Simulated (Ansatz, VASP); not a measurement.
# AlN in two plane-wave programs, part 2 of 2

Wanted: the spread between two codes on one cell, functional and k mesh. The cell is taken from a series of runs on this material, whose earlier steps may have relaxed, scaled, displaced or heated it; both programs get it as it stands.

VASP 6.6.1 and Ansatz 0.2.0.

So far: Set-up; VASP: zone-centre phonons, LDA.

## (3) Ansatz: zone-centre phonons, LDA

Level of this step: Ansatz beside VASP: Kohn-Sham DFT, plane waves, LDA (Ansatz).

Ansatz runs on its PAW soft_1 files.

The same cell, functional (in two slightly different forms), mesh and smearing now go to Ansatz, which takes its cutoff from its data sets.

The input, input.yaml:

```yaml
crystal:
  lattice:
    - [3.0886224674, 0.0, 0.0]
    - [-1.5443112337, 2.6748255195, 0.0]
    - [0.0, 0.0, 4.9431753232]
  atoms:
    - { symbol: "N", position: [0.3333333333, 0.6666666667, 0.3808813061] }
    - { symbol: "N", position: [0.6666666667, 0.3333333333, 0.8808813061] }
    - { symbol: Al, position: [0.3333333333, 0.6666666667, -0.0008813061] }
    - { symbol: Al, position: [0.6666666667, 0.3333333333, 0.4991186939] }
total_charge: -0.040838
kpoints:
  mp_grid: { grid: [21, 21, 12] }
hamiltonian:
  xc: lda
  pseudopotentials: { kind: paw, azcp: { folder: soft_1 }, xc_functional: pbe }
scf:
  occupations: { method: fermi_dirac, width: 0.03 }
output:
  eigenvalues: true
phonons:
  method: dfpt
```

Command:

```console
ansatz run input.yaml --threads 4 --pin off --max-ram 16384MiB --backend cpu --events-out ev --progress --plain --runs-dir out
```

Numbers of over 12 decimals in the logs are rounded to 6 here.

Output:

```text
Engine: ansatz 0.2.0, aarch64-unknown-linux-gnu
Pseudopotentials: kind: paw
Pseudopotential: N, paw, valence charge 5, recommended cutoff 420 eV (normal), soft_1/N.paw.azcp
Pseudopotential: Al, paw, valence charge 3, recommended cutoff 420 eV (normal), soft_1/Al.paw.azcp
Functional definition: SPW92
  exchange = slater_x
  correlation = pw_c
Crystal: 4 atoms, lattice volume = 40.838 Å³
Basis set: ecut = 420 eV, 785 PW (Γ), exchange–correlation on 48×48×72 points (8 copies of the dense FFT grid, shifted against one another)
Bands: 13, of which v1, the nominal top of the filled ones, is band 8 counted from 1 (7 counted from 0)
Symmetry: 12 space group operations
k-points: 1397 of 5292 (irreducible under 2 space group operations, time reversal used)
Non-local potential: N, projectors of the file, l = 0: 2, l = 1: 2, l = 2: 1
Non-local potential: Al, projectors of the file, l = 0: 2, l = 1: 2, l = 2: 1
PAW form: soft (Blöchl's): semilocal exchange-correlation on the pseudo side does not see the compensation charge
PAW frozen core: N, regenerated for the run's functional, and the local potential with it (the file was generated under x = pbe(κ = 0.804, μ = 0.219515), c = pbe(β = 0.066725))
PAW frozen core: Al, regenerated for the run's functional, and the local potential with it (the file was generated under x = pbe(κ = 0.804, μ = 0.219515), c = pbe(β = 0.066725))
PAW one-centre angular grid: N, 110 points (default); XC on 64 Gauss nodes
PAW one-centre angular grid: Al, 110 points (default); XC on 64 Gauss nodes
Initial density: superposition of atomic densities (chi_scale 0.1, normalization cell, long waves kept (reshape's long-wave potential 0.00 eV rms))
Initial wavefunctions: pseudopotential atomic-orbital guess
Functional: x = slater, c = lda
SCF iter   1: F=—  HF=-1782.167134 eV  |F-HF|=—  |Δ(HF+E_count)|=         —  Δρ=1.35e-1  dr2=8.93e0  ethr=3.10e-3  ⟨swp⟩=6.2  Hψ=112737  notcnv=0
preconditioner: auto → none  [metal: Δε(μ)=0.018 eV  Ē_g=14.997 eV  σ=0.030 eV  W_gap=0.14  n_scr=2 (ndim 8)  ℏωp=23.3 eV  f_vac=0.000  D(μ)=0.15/eV (n_scr^D=0)  sad-step TF]
SCF iter   2: F=—  HF=-1780.080598 eV  |F-HF|=—  |Δ(HF+E_count)|=    2.09e0  Δρ=7.05e-2  dr2=2.60e0  ethr=3.10e-3  ⟨swp⟩=2.0  Hψ=45933  notcnv=0  defer=1174
SCF iter   3: F=—  HF=-1779.227307 eV  |F-HF|=—  |Δ(HF+E_count)|=   8.53e-1  Δρ=5.02e-3  dr2=1.05e-2  ethr=3.10e-3  ⟨swp⟩=2.6  Hψ=34548  notcnv=0  defer=1174
SCF iter   4: F=—  HF=-1779.224117 eV  |F-HF|=—  |Δ(HF+E_count)|=   3.19e-3  Δρ=4.26e-4  dr2=3.46e-5  ethr=6.55e-5  ⟨swp⟩=2.8  Hψ=37473  notcnv=0  defer=767
SCF iter   5: F=—  HF=-1779.224145 eV  |F-HF|=—  |Δ(HF+E_count)|=   2.77e-5  Δρ=5.43e-5  dr2=1.08e-6  ethr=2.16e-7  ⟨swp⟩=2.6  Hψ=26741  notcnv=0  defer=767
SCF iter   6: F=—  HF=-1779.224144 eV  |F-HF|=—  |Δ(HF+E_count)|=   5.50e-7  Δρ=3.76e-6  dr2=6.11e-9  ethr=6.73e-9  ⟨swp⟩=2.0  Hψ=25980  notcnv=0  defer=767
SCF iter   7: F=—  HF=-1779.224144 eV  |F-HF|=—  |Δ(HF+E_count)|=   1.89e-9  Δρ=6.11e-7  dr2=1.04e-10  ethr=3.81e-11  ⟨swp⟩=2.0  Hψ=28271  notcnv=0  defer=767
SCF iter   8: F=-1779.224144 eV  HF=-1779.224144 eV  |F-HF|=2.05e-12  |Δ(HF+E_count)|=  4.12e-11  Δρ=8.48e-8  dr2=2.16e-12  ethr=1.00e-12  ⟨swp⟩=7.8  Hψ=90086  notcnv=0
SCF 1 converged in 8 iterations: F = -1779.224144 eV  dr2 = 2.16e-12
  greatest PAW one-centre occupation: 0.785 electrons in one spin orbital (limit 2), on the N atom at site 1 (counted from 0), in its partial waves of l = 0
DFPT response loops at Γ: preconditioner auto → Kerker (q_TF=auto, 2.335 Å⁻¹) (partly filled bands, converged f_vac=0.000); β = 1.00, the filter's whole step (`scf.mixing.beta` (0.50) is not read by the response loops under this deck's `scf.mixing.preconditioner`; to damp them name `kerker` or `kerker_dos`, under which they read `scf.mixing.beta`, and type it under 1.00, their step now; both keys bind the ground state too); Broyden in place of MSR1
SCF converged after 8 iterations
Free energy (F): -1779.224144 eV
Harris-Foulkes:  -1779.224144 eV  (|F-HF|=2.05e-12)
Internal energy: -1779.223067 eV  (E = F + TS)
E sigma→0 (E₀):  -1779.223606 eV
Entropy (-TS):   -0.001077 eV (-0.269 meV/atom)
Fermi energy:    12.087124 eV
--- Per-component energies (eV) ---
  E_band       = 29.729600
  E_kinetic    = 314.698106
  E_local      = -417.648066  (includes V_loc(G=0)·N_el)
  E_nonlocal   = 93.598650
  E_hartree    = 152.373878
  E_xc         = -196.857000
  E_vxc        = -214.446634  (∫ρ·V_xc dr)
  E_paw        = -1129.369657  (= ΣΔE_a)
  E_vpaw       = -51.221881  (= ΣTr[D̂ρ^β])
  E_aug_tail   = 0.001640  (compensation charges beyond the density's cutoff)
  E_ewald      = -596.292139
  E_core_change = 0.271521  (= ΣΔE_core)
  E_smearing   = -0.001077  (= −TS)
  E_closure    = -0.000000  (closes the sum)
  E_deformation_potential = -0.717345  (in the stress; not in F)
  Σ components = -1779.224144   (vs F -1779.224144, Δ=0.00e0)
--- Band table (eV; the first three rows and the last of 1397) ---
  k-point 0: bands = [... 4 lower, 6.2031, 6.8618, 6.8618, 7.0858, 11.4953, 13.8144, 17.7379, 18.1868, ... 1 higher]
  k-point 1: bands = [... 4 lower, 6.2137, 6.8499, 6.8499, 6.9228, 11.6283, 13.8350, 17.6891, 18.1752, ... 1 higher]
  k-point 2: bands = [... 4 lower, 6.2448, 6.4877, 6.8151, 6.8151, 11.9728, 13.8888, 17.5582, 18.1549, ... 1 higher]
  k-point 1396: bands = [... 4 lower, 4.2105, 4.2105, 6.0515, 6.0515, 13.6484, 13.6484, 16.2287, 16.2287, ... 1 higher]
--- Phonons (Γ-DFPT): 4 representative perturbations + reference, on 1397 of 5292 k-points (Σ response iterations 12) ---
  k mesh reduced under 2 symmetry operations, with k and −k counted as one. Each operation leaves every solved perturbation unchanged. A smaller set is not used because it would not reduce the number of displacements times k-points to solve
  ASR residual: 4.592e-5 → 0.000e0 eV/Å²; symmetrization residual: 4.913e-6 eV/Å²
  ASR residual per site (eV/Å²): 4.59e-5 4.59e-5 7.16e-6 7.16e-6
  Γ frequencies (cm⁻¹): 0.00 0.00 0.00 234.21 234.21 547.73 619.46 663.10 663.10 676.22 676.22 720.24
  non-analytic LO–TO correction: not included (Born effective charges unavailable; polar crystals: no LO–TO splitting at Γ)
```

Reading the cycles: dr2 is the Hartree energy of the density residual (eV), the measure of convergence; HF is the Harris–Foulkes estimate of the energy, which meets the free energy F at convergence.

## (4) Side by side

Known differences besides the potentials themselves: the two LDA forms differ slightly; the cutoff is 420 eV in Ansatz and 600 eV in VASP; VASP's log shows a relativistic correction to its local exchange, Ansatz's none. Total energies have different zeros and are not compared.

The two programs side by side:

```csv
quantity,Ansatz,VASP,difference
optical mode 1 to 2 (cm⁻¹),234.2,233.8,+0.17 %
optical mode 3 (cm⁻¹),547.7,549.5,-0.33 %
optical mode 4 (cm⁻¹),619.5,625.1,-0.90 %
optical mode 5 to 6 (cm⁻¹),663.1,669.7,-0.99 %
optical mode 7 to 8 (cm⁻¹),676.2,682.1,-0.86 %
optical mode 9 (cm⁻¹),720.2,724.4,-0.57 %
```

Modes are paired by rising frequency, not by their patterns, so a pair may set unlike modes beside each other; they are those without the splitting of longitudinal modes. The cell carries a charge of -0.040838 e against a uniform background, so its pressure also hangs on how the neutralising background is counted, and in a defect's cell a gap may be the spacing between its levels.

## (5) Results

```yaml
r_m_s_difference_of_the_optical_zone_centre_modes_each_program_s_sorted_by_frequency_zone_centre_phonons_lda: 4.8 cm⁻¹
difference_in_optical_mode_5_to_6_zone_centre_phonons_lda: -1.0 %
```

The r.m.s. difference of the optical zone-centre modes, each program's sorted by frequency is 4.8 cm⁻¹ (zone-centre phonons, LDA). Among the rows given in per cent, the largest difference of the zone-centre phonons, LDA pair is in optical mode 5 to 6, -1.0 %. Such differences can come from data sets, numerical settings and the points named under the comparisons, not from the functional's error against experiment.

[Lines on the potential files, build, host, timing and source positions are cut from VASP's logs without a mark.]

[Logs are printed without paths, hosts, clocks, repeated set-up lines and the standing remarks that a program may print on its own settings, such as how far it seeks lower states.]

[Hosts, paths, dates, database ids (printed as entryN), source tags and the programs' standing remarks are cut or masked in the printed files.]
